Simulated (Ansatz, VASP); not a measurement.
# HfO2 in two plane-wave programs, part 3 of 3

Wanted: the spread between two codes on one cell, functional and k mesh. The cell is taken from a series of runs on this material, whose earlier steps may have relaxed, scaled, displaced or heated it; both programs get it as it stands.

VASP 6.6.1 and Ansatz 0.2.0.

So far: Set-up; VASP: zone-centre phonons, LDA.

**3. Ansatz: zone-centre phonons, LDA**

Level of this step: Ansatz beside VASP: Kohn-Sham DFT, plane waves, LDA (Ansatz).

Ansatz runs on its PAW soft_1 files.

The same cell, functional (in two slightly different forms) and mesh now go to Ansatz, which takes its cutoff from its data sets.

input.yaml reads:

```yaml
crystal:
  lattice:
    - [3.5889868872, 0.0, 0.0]
    - [0.0, 3.5889868872, 0.0]
    - [0.0, 0.0, 5.2553917463]
  atoms:
    - { symbol: O, position: [0.0, 0.5, 0.6908059535] }
    - { symbol: O, position: [0.5, 0.0, 0.8091940465] }
    - { symbol: O, position: [0.5, 0.0, 0.3091940465] }
    - { symbol: O, position: [0.0, 0.5, 0.1908059535] }
    - { symbol: Hf, position: [0.5, 0.5, 0.5] }
    - { symbol: Hf, position: [0.0, 0.0, 0.0] }
kpoints:
  mp_grid: { grid: [8, 8, 6] }
hamiltonian:
  xc: lda
  pseudopotentials: { kind: paw, azcp: { folder: soft_1 }, xc_functional: pbe }
scf:
  occupations: { method: fixed }
output:
  eigenvalues: true
phonons:
  method: dfpt
  dielectric: true
  rigid_motions: translations
```

Run with:

```console
> ansatz run input.yaml --threads 8 --pin off --max-ram 16384MiB --backend cpu --events-out ev --progress --plain --runs-dir out
```

Numbers of over 12 decimals in the logs are rounded to 6 here.

Log:

```text
Engine: ansatz 0.2.0, aarch64-unknown-linux-gnu
Pseudopotentials: kind: paw
Pseudopotential: O, paw, valence charge 6, recommended cutoff 420 eV (normal), soft_1/O.paw.azcp
Pseudopotential: Hf, paw, valence charge 26, recommended cutoff 420 eV (normal), soft_1/Hf.paw.azcp
Functional definition: SPW92
  exchange = slater_x
  correlation = pw_c
Crystal: 6 atoms, lattice volume = 67.694 Å³
Basis set: ecut = 420 eV, 1309 PW (Γ), exchange–correlation on 48×48×72 points (8 copies of the dense FFT grid, shifted against one another)
Bands: 46, of which v1, the nominal top of the filled ones, is band 38 counted from 1 (37 counted from 0)
Symmetry: 16 space group operations
k-points: 196 of 384 (irreducible under 1 space group operation, time reversal used)
Non-local potential: O, projectors of the file, l = 0: 2, l = 1: 2, l = 2: 1
Non-local potential: Hf, projectors of the file, l = 0: 3, l = 1: 2, l = 2: 2, l = 3: 3
PAW form: soft (Blöchl's): semilocal exchange-correlation on the pseudo side does not see the compensation charge
PAW frozen core: O, regenerated for the run's functional, and the local potential with it (the file was generated under x = pbe(κ = 0.804, μ = 0.219515), c = pbe(β = 0.066725))
PAW frozen core: Hf, regenerated for the run's functional, and the local potential with it (the file was generated under x = pbe(κ = 0.804, μ = 0.219515), c = pbe(β = 0.066725))
PAW one-centre angular grid: O, 110 points (default); XC on 64 Gauss nodes
PAW one-centre angular grid: Hf, 590 points (default); XC on 64 Gauss nodes
Initial density: superposition of atomic densities (chi_scale 0.1, normalization cell, long waves kept (reshape's long-wave potential 0.00 eV rms))
Initial wavefunctions: pseudopotential atomic-orbital guess
Functional: x = slater, c = lda
SCF iter   1: F=—  HF=-33188.811094 eV  |F-HF|=—  |Δ(HF+E_count)|=         —  Δρ=9.32e-2  dr2=4.59e0  ethr=3.10e-3  ⟨swp⟩=4.0  Hψ=24964  notcnv=0  defer=782
preconditioner: auto → Resta (q_TF=auto, 2.781 Å⁻¹)  ε∞=5.0  [insulator: Δε(μ)=3.477 eV  Ē_g=19.164 eV  n_scr=28 (ndim 8)  ℏωp=38.3 eV  f_vac=0.001  ε∞_Penn≈5.0]
SCF iter   2: F=—  HF=-33187.645119 eV  |F-HF|=—  |Δ(HF+E_count)|=    1.17e0  Δρ=4.12e-2  dr2=9.97e-1  ethr=3.10e-3  ⟨swp⟩=2.1  Hψ=18454  notcnv=0  defer=948
SCF iter   3: F=—  HF=-33187.318178 eV  |F-HF|=—  |Δ(HF+E_count)|=   3.27e-1  Δρ=2.19e-2  dr2=3.00e-1  ethr=1.31e-3  ⟨swp⟩=2.0  Hψ=14150  notcnv=0  defer=1152
SCF iter   4: F=—  HF=-33187.230871 eV  |F-HF|=—  |Δ(HF+E_count)|=   8.73e-2  Δρ=7.45e-3  dr2=2.47e-2  ethr=3.95e-4  ⟨swp⟩=2.1  Hψ=16241  notcnv=0  defer=1093
SCF iter   5: F=—  HF=-33187.240085 eV  |F-HF|=—  |Δ(HF+E_count)|=   9.21e-3  Δρ=3.62e-3  dr2=8.99e-3  ethr=3.24e-5  ⟨swp⟩=2.0  Hψ=14553  notcnv=0  defer=1168
SCF iter   6: F=—  HF=-33187.234550 eV  |F-HF|=—  |Δ(HF+E_count)|=   5.54e-3  Δρ=7.49e-4  dr2=3.65e-4  ethr=1.18e-5  ⟨swp⟩=2.0  Hψ=16146  notcnv=0  defer=1172
SCF iter   7: F=—  HF=-33187.235000 eV  |F-HF|=—  |Δ(HF+E_count)|=   4.50e-4  Δρ=4.45e-4  dr2=1.08e-4  ethr=4.80e-7  ⟨swp⟩=2.0  Hψ=15783  notcnv=0  defer=799
SCF iter   8: F=—  HF=-33187.234994 eV  |F-HF|=—  |Δ(HF+E_count)|=   6.45e-6  Δρ=5.26e-5  dr2=1.38e-6  ethr=1.42e-7  ⟨swp⟩=2.0  Hψ=13816  notcnv=0  defer=725
SCF iter   9: F=—  HF=-33187.234996 eV  |F-HF|=—  |Δ(HF+E_count)|=   2.25e-6  Δρ=7.69e-6  dr2=2.63e-8  ethr=1.82e-9  ⟨swp⟩=2.2  Hψ=15087  notcnv=0  defer=725
SCF iter  10: F=—  HF=-33187.234996 eV  |F-HF|=—  |Δ(HF+E_count)|=   8.57e-9  Δρ=1.26e-6  dr2=5.38e-10  ethr=3.46e-11  ⟨swp⟩=2.2  Hψ=15759  notcnv=0  defer=725
SCF iter  11: F=-33187.234996 eV  HF=-33187.234996 eV  |F-HF|=3.64e-11  |Δ(HF+E_count)|=  1.75e-10  Δρ=2.59e-7  dr2=3.48e-11  ethr=1.00e-12  ⟨swp⟩=14.3  Hψ=64119  notcnv=0
SCF 1 converged in 11 iterations: F = -33187.234996 eV  dr2 = 3.48e-11
  greatest PAW one-centre occupation: 0.999 electrons in one spin orbital (limit 2), on the Hf atom at site 5 (counted from 0), in its partial waves of l = 3
DFPT response loops at Γ: preconditioner auto → Resta (q_TF=auto, 2.781 Å⁻¹)  ε∞=3.6 (no band partly filled); β = 1.00, the filter's whole step (`scf.mixing.beta` (0.50) is not read by the response loops at its default; to damp them type it under 1.00, their step now; it binds the ground state too); Broyden in place of MSR1
SCF converged after 11 iterations
Free energy (F): -33187.234996 eV
Harris-Foulkes:  -33187.234996 eV  (|F-HF|=3.64e-11)
Internal energy: -33187.234996 eV  (E = F + TS)
E sigma→0 (E₀):  -33187.234996 eV
Fermi energy:    12.930110 eV
--- Per-component energies (eV) ---
  E_band       = -72.567877
  E_kinetic    = 1479.822657
  E_local      = -14310.582264  (includes V_loc(G=0)·N_el)
  E_nonlocal   = 372.517572
  E_hartree    = 6786.721802
  E_xc         = -809.077814
  E_vxc        = -870.477844  (∫ρ·V_xc dr)
  E_paw        = -15520.095976  (= ΣΔE_a)
  E_vpaw       = -317.294935  (= ΣTr[D̂ρ^β])
  E_aug_tail   = 0.003327  (compensation charges beyond the density's cutoff)
  E_ewald      = -11191.846162
  E_core_change = 5.301862  (= ΣΔE_core)
  E_smearing   = -0.000000  (= −TS)
  E_closure    = -0.000000  (closes the sum)
  Σ components = -33187.234996   (vs F -33187.234996, Δ=0.00e0)
--- Band table (eV; the first three rows and the last of 196) ---
  k-point 0: bands = [... 34 lower, 12.0364, 12.7875, 12.8643, 12.8643, 17.4758, 17.5137, 18.7273, 18.8607, ... 4 higher]
  k-point 1: bands = [... 34 lower, 11.7743, 12.3650, 12.8805, 12.8805, 17.5898, 17.6260, 18.7519, 18.7802, ... 4 higher]
  k-point 2: bands = [... 34 lower, 12.0847, 12.0847, 12.9135, 12.9135, 17.8059, 18.0206, 18.4718, 18.7587, ... 4 higher]
  k-point 195: bands = [... 34 lower, 11.4019, 11.4019, 12.8323, 12.8323, 18.6683, 18.6683, 19.1722, 19.1722, ... 4 higher]
--- Phonons (Γ-DFPT): 5 representative perturbations + reference, on 196 of 384 k-points (Σ response iterations 20) ---
  k mesh reduced under 1 symmetry operation, with k and −k counted as one. Each operation leaves every solved perturbation unchanged. A smaller set is not considered because the run solves the response to a homogeneous field
  ASR residual: 1.246e-4 → 0.000e0 eV/Å²; symmetrization residual: 2.744e-5 eV/Å²
  ASR residual per site (eV/Å²): 1.09e-4 1.09e-4 1.09e-4 1.09e-4 1.25e-4 1.25e-4
  Γ frequencies (cm⁻¹): -33.72 -33.72 0.00 0.00 0.00 87.71 87.71 201.04 304.37 317.59 405.94 405.94 450.64 450.64 568.11 616.17 642.69 642.69
  ε∞ (high-frequency dielectric tensor):
        5.350147     0.000000     0.000000
        0.000000     5.350147     0.000000
        0.000000     0.000000     4.734051
  softest optical mode at Γ: -33.72 cm⁻¹; the repairs (sum rule, projections) moved no ω² at Γ by more than (3.20 cm⁻¹)²
  Born effective charges Z* (e; rows j = field, columns β = displacement):
    site 0:
        -3.56571    0.00000    0.00000
        -0.00000   -2.00319    0.00000
         0.00000    0.00000   -2.33975
    site 1:
        -3.56571    0.00000    0.00000
        -0.00000   -2.00319    0.00000
        -0.00000    0.00000   -2.33975
    site 2:
        -2.00319   -0.00000    0.00000
         0.00000   -3.56571    0.00000
         0.00000    0.00000   -2.33975
    site 3:
        -2.00319   -0.00000    0.00000
         0.00000   -3.56571    0.00000
         0.00000    0.00000   -2.33975
    site 4:
         5.56891   -0.00000    0.00000
        -0.00000    5.56891    0.00000
        -0.00000    0.00000    4.67950
    site 5:
         5.56891   -0.00000    0.00000
        -0.00000    5.56891    0.00000
         0.00000    0.00000    4.67950
  Z* charge neutrality: 1.560e-5 e pre-enforcement
  k-mesh period / interband length: 28.7 Å / 1.26 Å = 22.71 at k = (0.0000, 0.0000, 0.0000), direct gap 4.611 eV — 14 or more, which is no proof of convergence
  optical modes at Γ without the LO–TO term, one row a degenerate level:
      ω (cm⁻¹)  modes    IR ((D/Å)²/amu)
        -33.72      2            35.0948
         87.71      2             0.0000
        201.04      1             0.0000
[...]
optical modes at Γ + LO–TO along q̂ = [1.0000, 0.0000, 0.0000]:
      ω (cm⁻¹)  modes    IR ((D/Å)²/amu)
[...]
optical modes at Γ + LO–TO along q̂ = [0.0000, 1.0000, 0.0000]:
      ω (cm⁻¹)  modes    IR ((D/Å)²/amu)
[...]
optical modes at Γ + LO–TO along q̂ = [0.0000, 0.0000, 1.0000]:
      ω (cm⁻¹)  modes    IR ((D/Å)²/amu)
[...]
201.04      1             0.0000
        317.59      1             0.0000
        405.94      2             0.0000
        450.64      2            77.4226
        568.11      1             0.0000
        583.50      1            37.2377
        616.17      1             0.0000
        642.69      2             0.0000
```

Reading the cycles: dr2 is the Hartree energy of the density residual (eV), the measure of convergence; HF is the Harris–Foulkes estimate of the energy, which meets the free energy F at convergence.

**4. Side by side**

Known differences besides the potentials themselves: the two LDA forms differ slightly; fixed occupations in Ansatz, narrow Gaussian smearing in VASP; the data sets hold 76 valence electrons in Ansatz (on its PAW soft_1 files) and 44 in VASP; the cutoff is 420 eV in Ansatz and 600 eV in VASP; VASP's log shows a relativistic correction to its local exchange, Ansatz's none. Total energies have different zeros and are not compared.

Both answers:

```
                                                   quantity  Ansatz   VASP  difference
                                                      ε∞ xx    5.35   5.30     +0.92 %
                                                      ε∞ yy    5.35   5.30     +0.92 %
                                                      ε∞ zz    4.73   4.69     +0.84 %
               Born charge of O1 (mean of the diagonal) (e)   -2.64  -2.62       -0.01
              Born charge of Hf5 (mean of the diagonal) (e)    5.27   5.24       +0.03
optical mode 1 to 2 (imaginary, printed as negative) (cm⁻¹)   -33.7  -28.2        -5.5
                                 optical mode 3 to 4 (cm⁻¹)    87.7   87.0     +0.77 %
                                      optical mode 5 (cm⁻¹)   201.0  199.0     +1.02 %
                                      optical mode 6 (cm⁻¹)   304.4  301.4     +0.99 %
                                      optical mode 7 (cm⁻¹)   317.6  315.5     +0.66 %
                                 optical mode 8 to 9 (cm⁻¹)   405.9  407.8     -0.44 %
                               optical mode 10 to 11 (cm⁻¹)   450.6  449.1     +0.34 %
                                     optical mode 12 (cm⁻¹)   568.1  567.6     +0.08 %
                                     optical mode 13 (cm⁻¹)   616.2  615.2     +0.16 %
                               optical mode 14 to 15 (cm⁻¹)   642.7  642.0     +0.10 %
```

Modes are paired by rising frequency, not by their patterns, so a pair may set unlike modes beside each other; they are those without the splitting of longitudinal modes.

**5. Summary of results**

```yaml
r_m_s_difference_of_the_optical_zone_centre_modes_each_program_s_sorted_by_frequency_zone_centre_phonons_lda: 2.5 cm⁻¹
difference_in_optical_mode_5_zone_centre_phonons_lda: +1.0 %
```

**Reading.** The r.m.s. difference of the optical zone-centre modes, each program's sorted by frequency is 2.5 cm⁻¹ (zone-centre phonons, LDA). The data sets hold unlike numbers of valence electrons (76 in Ansatz and 44 in VASP), so part of the differences comes from the potentials. Among the rows given in per cent, the largest difference of the zone-centre phonons, LDA pair is in optical mode 5, +1.0 %. How closely two codes agree says nothing of how well the functional describes the real material.

[Lines on the potential files, build, host, timing and source positions are cut from VASP's logs without a mark.]

[Logs are printed without paths, hosts, clocks, repeated set-up lines and the standing remarks that a program may print on its own settings, such as how far it seeks lower states.]

[Hosts, paths, dates, database ids (printed as entryN), source tags and the programs' standing remarks are cut or masked in the printed files.]
